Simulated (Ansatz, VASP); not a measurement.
# ZnPS3 in two plane-wave programs, part 2 of 2

One calculation is typed for both programs; each brings its own data sets. How far apart do they land? The cell is taken from a series of runs on this material, whose earlier steps may have relaxed, scaled, displaced or heated it; both programs get it as it stands.

VASP 6.6.1 and Ansatz 0.2.0.

So far: Set-up; Ansatz: G0W0 gap, r2SCAN.

## 3. VASP: G0W0 gap, r2SCAN

Level of this step: G0W0 on r2SCAN; plane waves and PAW (Zn_sv_GW, P_GW, S_GW) (VASP).

The same cell, functional and mesh now go to VASP, with its own data sets.

Lines of VASP's logs that name or quote its potential files are left out, and so is its time.

The run reads the wave functions of an earlier VASP run, which isn't shown here.

Input file INCAR:

```
SYSTEM = ZnPS3
PREC = Accurate
ENCUT = 430
ISMEAR = 0
SIGMA = 0.01
LREAL = .FALSE.
METAGGA = R2SCAN
LASPH = .TRUE.
NBANDS = 408
ALGO = EVGW0
NELMGW = 1
ENCUTGW = 90
NOMEGA = 64
PRECFOCK = Fast
NBANDSGW = 56
LWAVE = .FALSE.
LCHARG = .FALSE.
```

Input file POSCAR:

```
ZnPS3
1.0
    2.9241439516     -5.0686337764      0.0002131003
    2.9241439516      5.0686337764      0.0002131003
   -1.9314010456      0.0000000000      6.3013826400
Zn P S
2 2 6
Direct
    0.6674819479      0.3325180521      0.0000000000
    0.3325180521      0.6674819479      0.0000000000
    0.9420357264      0.9420357264      0.8265338672
    0.0579642736      0.0579642736      0.1734661328
    0.5801548021      0.9164201668      0.7487598531
    0.0835798332      0.4198451979      0.2512401469
    0.7465943414      0.7465943414      0.2505942246
    0.2534056586      0.2534056586      0.7494057754
    0.4198451979      0.0835798332      0.2512401469
    0.9164201668      0.5801548021      0.7487598531
```

Input file KPOINTS:

```
Automatic mesh
0
Gamma
4 4 2
0 0 0
```

Potentials, in the order of the species: Zn_sv_GW, P_GW and S_GW (PBE family, release 64).

Started as:

```
$ mpirun -np 8 vasp_std
```

Numbers of over 12 decimals in the logs are rounded to 6 here.

Log:

```text
[banner, memory and clock lines left out]
running    8 mpi-ranks, on    1 nodes
 distrk:  each k-point on    8 cores,    1 groups
 distr:  one band on    1 cores,    8 groups

 POSCAR found type information on POSCAR ZnP S
 POSCAR found :  3 types and      10 ions
|                                                                             |
|           W    W    AA    RRRRR   N    N  II  N    N   GGGG   !!!           |
|           W    W   A  A   R    R  NN   N  II  NN   N  G    G  !!!           |
|           W    W  A    A  R    R  N N  N  II  N N  N  G       !!!           |
|           W WW W  AAAAAA  RRRRR   N  N N  II  N  N N  G  GGG   !            |
|           WW  WW  A    A  R   R   N   NN  II  N   NN  G    G                |
|           W    W  A    A  R    R  N    N  II  N    N   GGGG   !!!           |
|                                                                             |
|     For optimal performance we recommend to set                             |
|       NCORE = 2 up to number-of-cores-per-socket                            |
|     NCORE specifies how many cores store one orbital (NPAR=cpu/NCORE).      |
|     This setting can greatly improve the performance of VASP for DFT.       |
|     The default, NCORE=1 might be grossly inefficient on modern             |
|     multi-core architectures or massively parallel machines. Do your        |
|     Unfortunately you need to use the default for GW and RPA                |
|     calculations (for HF NCORE is supported but not extensively tested      |
|     yet).                                                                   |
|                                                                             |

|                                                                             |
|               ----> ADVICE to this user running VASP <----                  |
|                                                                             |
|     You enforced a specific xc type in the INCAR file but a different       |
|     [... a line on the potential file left out ...]
|     I HOPE YOU KNOW WHAT YOU ARE DOING!                                     |
|                                                                             |

|                                                                             |
|           W    W    AA    RRRRR   N    N  II  N    N   GGGG   !!!           |
|           W    W   A  A   R    R  NN   N  II  NN   N  G    G  !!!           |
|           W    W  A    A  R    R  N N  N  II  N N  N  G       !!!           |
|           W WW W  AAAAAA  RRRRR   N  N N  II  N  N N  G  GGG   !            |
|           WW  WW  A    A  R   R   N   NN  II  N   NN  G    G                |
|           W    W  A    A  R    R  N    N  II  N    N   GGGG   !!!           |
|                                                                             |
|     The default for ENCUTGWSOFT is different in this version of VASP.       |
|     please manually set ENCUTGWSOFT =90 in the INCAR file.                  |
|                                                                             |

 LDA part: xc-table for (None), standard interpolation
 found WAVECAR, reading the header
 POSCAR, INCAR and KPOINTS ok, starting setup
 FFT: planning ... GRIDC
 FFT: planning ... GRID_SOFT
 FFT: planning ... GRID
 reading WAVECAR
 the WAVECAR file was read successfully
 initial charge from wavefunction
 available memory per node:     10.06 GB, setting MAXMEM to     10302

 The Fermi energy was updated, please check that it is located mid-gap
 values below the HOMO (VB) or above the LUMO (CB) will cause erroneous energies
 E-fermi :   5.6519

 calculate exact exchange contribution
 the WAVEDER file was read successfully
|                                                                             |
|           W    W    AA    RRRRR   N    N  II  N    N   GGGG   !!!           |
|           W    W   A  A   R    R  NN   N  II  NN   N  G    G  !!!           |
|           W    W  A    A  R    R  N N  N  II  N N  N  G       !!!           |
|           W WW W  AAAAAA  RRRRR   N  N N  II  N  N N  G  GGG   !            |
|           WW  WW  A    A  R   R   N   NN  II  N   NN  G    G                |
|           W    W  A    A  R    R  N    N  II  N    N   GGGG   !!!           |
|                                                                             |
|     Automatic setting of frequency mesh for GW failed. Frequency mesh       |
|     properly not suitable for determining QP energies. Consider             |
|     increasing number of kpoints.                                           |
|                                                                             |

energies w=
    0.000    0.000    1.364    0.000    2.725    0.000    4.080    0.000
    5.427    0.000    6.764    0.000    8.088    0.000    9.398    0.000
   10.693    0.000   11.972    0.000   13.234    0.000   14.479    0.000
   15.708    0.000   16.921    0.000   18.119    0.000   19.302    0.000
   20.473    0.000   21.633    0.000   22.783    0.000   23.925    0.000
   25.061    0.000   26.193    0.000   27.324    0.000   28.454    0.000
   29.588    0.000   30.727    0.000   31.874    0.000   33.032    0.000
   34.204    0.000   35.392    0.000   36.602    0.000   37.835    0.000
   39.096    0.000   40.391    0.000   41.722    0.000   43.096    0.000
   44.518    0.000   45.996    0.000   47.536    0.000   49.146    0.000
   50.837    0.000   52.618    0.000   54.503    0.000   56.505    0.000
   58.641    0.000   60.931    0.000   63.397    0.000   66.067    0.000
   68.972    0.000   72.153    0.000   75.657    0.000   79.544    0.000
   83.885    0.000   88.774    0.000   94.328    0.000  100.700    0.000
  108.090    0.000  116.770    0.000  127.113    0.000  139.650    0.000
  155.157    0.000  174.822    0.000  200.553    0.000  235.630    0.000
 responsefunction array rank=     376
 LDA part: xc-table for (None), standard interpolation

 min. memory requirement per mpi rank    535.2 MB, per node   4282.0 MB

 allocating   8 responsefunctions rank=   376
 shmem allocating  64 responsefunctions rank=   376
 response function shared by NCSHMEM nodes    1
 Doing            8  frequencies on each core in blocks of           64
NQ=   1    0.0000    0.0000    0.0000,
|.........|.........|.........|.........|.........|.........|.........|.........
 performed       1644000 updates of chi_q(r,r)
 total number of BLAS operations       1752.41 Gflops
NQ=   2    0.2500   -0.0000    0.0000,
|.........|.........|.........|.........|.........|.........|.........|.........
 performed       4110000 updates of chi_q(r,r)
 total number of BLAS operations       4381.48 Gflops
NQ=   3    0.5000   -0.0000    0.0000,
|.........|.........|.........|.........|.........|.........|.........|.........
 performed       6028000 updates of chi_q(r,r)
 total number of BLAS operations       6348.44 Gflops
NQ=   4    0.2500    0.2500    0.0000,
|.........|.........|.........|.........|.........|.........|.........|.........
 performed       8129000 updates of chi_q(r,r)
 total number of BLAS operations       8395.85 Gflops
NQ=   5    0.5000    0.2500    0.0000,
|.........|.........|.........|.........|.........|.........|.........|.........
 performed      10595000 updates of chi_q(r,r)
 total number of BLAS operations      10868.84 Gflops
NQ=   6   -0.2500    0.2500    0.0000,
|.........|.........|.........|.........|.........|.........|.........|.........
 performed      12604000 updates of chi_q(r,r)
 total number of BLAS operations      12999.15 Gflops
NQ=   7    0.5000    0.5000    0.0000,
|.........|.........|.........|.........|.........|.........|.........|.........
 performed      14248000 updates of chi_q(r,r)
 total number of BLAS operations      14610.49 Gflops
NQ=   8    0.0000    0.0000    0.5000,
|.........|.........|.........|.........|.........|.........|.........|.........
 performed      15892000 updates of chi_q(r,r)
 total number of BLAS operations      16450.39 Gflops
NQ=   9    0.2500   -0.0000    0.5000,
|.........|.........|.........|.........|.........|.........|.........|.........
 performed      18358000 updates of chi_q(r,r)
 total number of BLAS operations      19137.39 Gflops
NQ=  10    0.5000   -0.0000    0.5000,
|.........|.........|.........|.........|.........|.........|.........|.........
 performed      20276000 updates of chi_q(r,r)
 total number of BLAS operations      21170.84 Gflops
NQ=  11    0.2500    0.2500    0.5000,
|.........|.........|.........|.........|.........|.........|.........|.........
 performed      22377000 updates of chi_q(r,r)
 total number of BLAS operations      23325.20 Gflops
NQ=  12    0.5000    0.2500    0.5000,
|.........|.........|.........|.........|.........|.........|.........|.........
 performed      24843000 updates of chi_q(r,r)
 total number of BLAS operations      25840.29 Gflops
NQ=  13   -0.2500    0.2500    0.5000,
|.........|.........|.........|.........|.........|.........|.........|.........
 performed      26852000 updates of chi_q(r,r)
 total number of BLAS operations      27994.08 Gflops
NQ=  14    0.5000    0.5000    0.5000,
|.........|.........|.........|.........|.........|.........|.........|.........
 performed      28496000 updates of chi_q(r,r)
 total number of BLAS operations      29756.10 Gflops
 resolving degeneracies of screened two electron integrals

 calculate QP shifts <psi_nk| G(iteration)W_0 |psi_nk>: iteration 1
 entering main loop
```

From OUTCAR (step 3):

```text
ion  position               nearest neighbor table
   1  0.667  0.333  0.000-   5 2.50   6 2.50   9 2.50  10 2.50   7 2.51   8 2.51
   2  0.333  0.667  0.000-   9 2.50  10 2.50   5 2.50   6 2.50   7 2.51   8 2.51
   3  0.942  0.942  0.827-   5 2.03  10 2.03   8 2.03   4 2.19
   4  0.058  0.058  0.173-   6 2.03   9 2.03   7 2.03   3 2.19
   5  0.580  0.916  0.749-   3 2.03   1 2.50   2 2.50
   6  0.084  0.420  0.251-   4 2.03   1 2.50   2 2.50
   7  0.747  0.747  0.251-   4 2.03   2 2.51   1 2.51
   8  0.253  0.253  0.749-   3 2.03   2 2.51   1 2.51
   9  0.420  0.084  0.251-   4 2.03   2 2.50   1 2.50
  10  0.916  0.580  0.749-   3 2.03   2 2.50   1 2.50

  LATTYP: Found a base centered monoclinic cell.
 ALAT       =     5.8482879187
 B/A-ratio  =     1.7333735434
 C/A-ratio  =     1.1269504758
 COS(beta)  =    -0.2929784061

 Subroutine GETGRP returns: Found  4 space group operations
 (whereof  4 operations were pure point group operations)

The static configuration has the point symmetry C_2h.

 Found     14 irreducible k-points:

   k-points           NKPTS =     14   k-points in BZ     NKDIM =     32   number of bands    NBANDS=    408

   dimension x,y,z NGX =    40 NGY =   40 NGZ =   48
   dimension x,y,z NGXF=    80 NGYF=   80 NGZF=   96

   ENCUT  =  430.0 eV  31.60 Ry    5.62 a.u.   9.89  9.89 11.14*2*pi/ulx,y,z

   NELECT =      86.0000    total number of electrons

  energy-cutoff  :      430.00
  volume of cell :      186.79
      direct lattice vectors                 reciprocal lattice vectors
     2.924143952 -5.068633776  0.000213100     0.170986395 -0.098645912  0.052408070
     2.924143952  5.068633776  0.000213100     0.170986395  0.098645912  0.052408070
    -1.931401046  0.000000000  6.301382640    -0.000011565  0.000000000  0.158691786

 k-points in reciprocal lattice and weights: Automatic mesh
   0.00000000  0.00000000  0.00000000       0.031
   0.25000000 -0.00000000  0.00000000       0.125
   0.50000000 -0.00000000  0.00000000       0.062
   0.25000000  0.25000000  0.00000000       0.062
   0.50000000  0.25000000  0.00000000       0.125
  -0.25000000  0.25000000  0.00000000       0.062
   0.50000000  0.50000000  0.00000000       0.031
   0.00000000  0.00000000  0.50000000       0.031
   0.25000000 -0.00000000  0.50000000       0.125
[...]
-0.25000000  0.25000000  0.50000000       0.062
   0.50000000  0.50000000  0.50000000       0.031

 E-fermi :   5.6519

 QP shifts <psi_nk| G(iteration)W_0 |psi_nk>: iteration 1
 for sc-GW calculations column KS-energies equals QP-energies in previous step
 and V_xc(KS)=  KS-energies - (<T + V_ion + V_H > + <T+V_H+V_ion>^1  + <V_x>^1)
 k-point   1 :       0.0000    0.0000    0.0000
  band No.  KS-energies  QP-energies   sigma(KS)   V_xc(KS)     V^pw_x(r,r')   Z            occupation Imag(sigma)
    ...
     40       3.3415       2.8848     -14.4491     -13.8716     -16.4485       0.7909       2.0000       0.3864
     41       3.4260       2.9587     -14.5754     -13.9840     -16.6199       0.7903       2.0000       0.3912
     42       3.8534       3.3583     -15.8257     -15.2008     -17.9569       0.7923       2.0000       0.3684
     43       3.8992       3.4090     -15.8739     -15.2551     -17.9922       0.7922       2.0000       0.3657
     44       7.0911       7.7778     -11.3564     -12.2052      -7.6630       0.8091       0.0000      -0.3697
     45       8.1220       8.9124     -10.8347     -11.8168      -7.0400       0.8048       0.0000      -0.4174
     46       8.1220       8.9124     -10.8347     -11.8168      -7.0400       0.8048       0.0000      -0.4174
     47       8.4073       9.1836     -10.6489     -11.6153      -6.7913       0.8032       0.0000      -0.4285
    ...

 k-point   2 :       0.2500   -0.0000    0.0000
  band No.  KS-energies  QP-energies   sigma(KS)   V_xc(KS)     V^pw_x(r,r')   Z            occupation Imag(sigma)
    ...
     40       3.2049       2.6442     -15.2399     -14.5298     -17.4933       0.7897       2.0000       0.4101
     41       3.3362       2.7758     -15.3837     -14.6733     -17.6594       0.7889       2.0000       0.4098
     42       3.4487       2.9256     -14.9118     -14.2498     -17.0669       0.7901       2.0000       0.4004
     43       3.6860       3.1726     -15.6406     -14.9921     -17.7690       0.7918       2.0000       0.3740
     44       7.7174       8.5563     -11.4917     -12.5389      -7.7603       0.8012       0.0000      -0.4056
     45       8.1354       8.8992     -10.8386     -11.7899      -7.0476       0.8030       0.0000      -0.4260
     46       8.3487       9.1974     -11.0915     -12.1510      -7.3117       0.8011       0.0000      -0.4275
     47       8.5050       9.3093     -11.4866     -12.4811      -7.7522       0.8088       0.0000      -0.3961
    ...

 k-point   3 :       0.5000   -0.0000    0.0000
  band No.  KS-energies  QP-energies   sigma(KS)   V_xc(KS)     V^pw_x(r,r')   Z            occupation Imag(sigma)
    ...
     40       3.1109       2.5628     -15.0182     -14.3238     -17.2369       0.7893       2.0000       0.4145
     41       3.1962       2.6431     -15.2204     -14.5188     -17.4887       0.7884       2.0000       0.4174
     42       3.6409       3.1196     -15.1466     -14.4890     -17.2028       0.7928       2.0000       0.3710
     43       4.0337       3.5213     -15.6041     -14.9554     -17.7919       0.7898       2.0000       0.3787
     44       7.5573       8.2880     -11.0478     -11.9487      -7.4557       0.8111       0.0000      -0.3702
     45       7.7183       8.5384     -10.9822     -12.0053      -7.3300       0.8016       0.0000      -0.4080
     46       8.0537       8.7521     -10.6833     -11.5479      -7.0498       0.8077       0.0000      -0.3948
     47       8.1162       8.9801     -11.5876     -12.6645      -7.8126       0.8022       0.0000      -0.4210
    ...

 k-point   4 :       0.2500    0.2500    0.0000
  band No.  KS-energies  QP-energies   sigma(KS)   V_xc(KS)     V^pw_x(r,r')   Z            occupation Imag(sigma)
    ...
     40       3.2028       2.6391     -14.9714     -14.2561     -17.2645       0.7881       2.0000       0.4230
     41       3.3687       2.8622     -14.7107     -14.0710     -16.6750       0.7919       2.0000       0.3748
     42       3.4647       2.9230     -15.5977     -14.9123     -17.8369       0.7904       2.0000       0.3952
     43       4.0302       3.5181     -15.4776     -14.8293     -17.6443       0.7899       2.0000       0.3783
     44       7.3149       8.0859     -10.7875     -11.7439      -7.2088       0.8062       0.0000      -0.3830
     45       7.4447       8.2044     -11.0356     -11.9808      -7.3868       0.8037       0.0000      -0.3973
     46       7.8179       8.6041     -11.2411     -12.2123      -7.5750       0.8095       0.0000      -0.3734
     47       8.1902       8.9459     -10.9370     -11.8740      -7.2544       0.8066       0.0000      -0.4010
    ...

[... 4 further parts left out ...]
```

## 4. Differences

Known differences besides the potentials themselves: VASP keeps PBE cores, Ansatz makes them for the functional; fixed occupations in Ansatz, narrow Gaussian smearing in VASP; the data sets hold 70 valence electrons in Ansatz (on its default PAW (the set named soft_2) files) and 86 in VASP; the cutoff is 500 eV in Ansatz and 430 eV in VASP; Ansatz integrates over frequency by contour deformation, VASP on a grid of NOMEGA points; Ansatz's G0W0 levels solve the quasiparticle equation, VASP's are linearised. Total energies have different zeros and are not compared.

Compared:

```
                   quantity  Ansatz  VASP  difference
  G0W0 gap on the mesh (eV)    3.79  4.06       -0.27
Kohn-Sham gap under it (eV)    2.88  2.88        0.00
```

VASP's log warns that its frequency grid doesn't suit quasiparticle energies on this mesh.

## 5. Summary of results

* difference in G0W0 gap on the mesh (G0W0 gap, r2SCAN): -0.27 eV

In words: The difference in G0W0 gap on the mesh is -0.27 eV (G0W0 gap, r2SCAN). The data sets hold unlike numbers of valence electrons (70 in Ansatz and 86 in VASP), so part of the differences comes from the potentials. Part of the difference in the G0W0 gap can come from VASP's linearised levels. Such differences can come from data sets, numerical settings and the points named under the comparisons, not from the functional's error against experiment.

[Lines on the potential files, build, host, timing and source positions are cut from VASP's logs without a mark.]

[Logs are printed without paths, hosts, clocks, repeated set-up lines and the standing remarks that a program may print on its own settings, such as how far it seeks lower states.]

[Hosts, paths, dates, database ids (printed as entryN), source tags and the programs' standing remarks are cut or masked in the printed files.]
